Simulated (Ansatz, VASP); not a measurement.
# Cs3YF6: VASP beside Ansatz

INCAR

```
SYSTEM = Cs3YF6
PREC = Accurate
ENCUT = 520
EDIFF = 1E-6
ISMEAR = 0
SIGMA = 0.01
LREAL = .FALSE.
LASPH = .TRUE.
NELM = 60
ALGO = Normal
ISIF = 2
LWAVE = .FALSE.
LCHARG = .FALSE.
NBANDS = 51
```

The input KPOINTS:

```
regular mesh
0
G
  3 3 3
  0 0 0
```

The input POSCAR:

```
Cs3YF6
1.0
    0.0000000000      4.9555960000      4.9555960000
    4.9555960000      0.0000000000      4.9555960000
    4.9555960000      4.9555960000      0.0000000000
Cs Y F
3 1 6
Direct
    0.7500000000      0.7500000000      0.7500000000
    0.2500000000      0.2500000000      0.2500000000
    0.5000000000      0.5000000000      0.5000000000
    0.0000000000      0.0000000000      0.0000000000
    0.7817640000      0.2182360000      0.2182360000
    0.2182360000      0.2182360000      0.7817640000
    0.2182360000      0.7817640000      0.7817640000
    0.2182360000      0.7817640000      0.2182360000
    0.7817640000      0.2182360000      0.7817640000
    0.7817640000      0.7817640000      0.2182360000
```

Input for Ansatz:

```yaml
crystal:
  lattice:
    - [0.0, 4.955596, 4.955596]
    - [4.955596, 0.0, 4.955596]
    - [4.955596, 4.955596, 0.0]
  atoms:
    - { symbol: Cs, position: [0.75, 0.75, 0.75] }
    - { symbol: Cs, position: [0.25, 0.25, 0.25] }
    - { symbol: Cs, position: [0.5, 0.5, 0.5] }
    - { symbol: "Y", position: [0.0, 0.0, 0.0] }
    - { symbol: F, position: [0.781764, 0.218236, 0.218236] }
    - { symbol: F, position: [0.218236, 0.218236, 0.781764] }
    - { symbol: F, position: [0.218236, 0.781764, 0.781764] }
    - { symbol: F, position: [0.218236, 0.781764, 0.218236] }
    - { symbol: F, position: [0.781764, 0.218236, 0.781764] }
    - { symbol: F, position: [0.781764, 0.781764, 0.218236] }
kpoints:
  mp_grid:
    grid: [3, 3, 3]
hamiltonian:
  xc: lda
scf:
  occupations:
    method: fixed
basis:
  ecutwfc: "420 eV"
output:
  forces: true
  stress: true
  eigenvalues: true
accuracy: medium
```

The cell comes from a database or a generator and needn't be the stable form of this composition.

Alike in both runs: task single point; functional LDA; k mesh 3 × 3 × 3; no spin polarisation.

|  | VASP | Ansatz |
| --- | --- | --- |
| version | VASP 6.6.1 | Ansatz 0.2.0 |
| potentials or method | VASP PAW LDA potentials, release 64 (Cs_sv, Y_sv, F) | plane waves, PAW |
| plane-wave cutoff (eV) | 520 | 420 |
| occupations | gaussian, width 0.01 eV | fixed |
| valence electrons in the cell | 80 | 80 |

|  | VASP | Ansatz | Ansatz less VASP |
| --- | --- | --- | --- |
| gap on the k mesh at the Fermi level (eV) | 5.59 | 5.60 | +0.014 |
| pressure (GPa) | -2.6 | -2.6 | -0.02 |
| rms of the force components (eV/Å) | 0.066 | 0.074 | +0.0080 |

Atom by atom the forces differ by 0.008 eV/Å (rms over components).

Caveats: spin-orbit coupling is left out, which moves the levels of the heavy elements; an odd mesh through Γ misses points on the zone boundary, where band edges often lie.
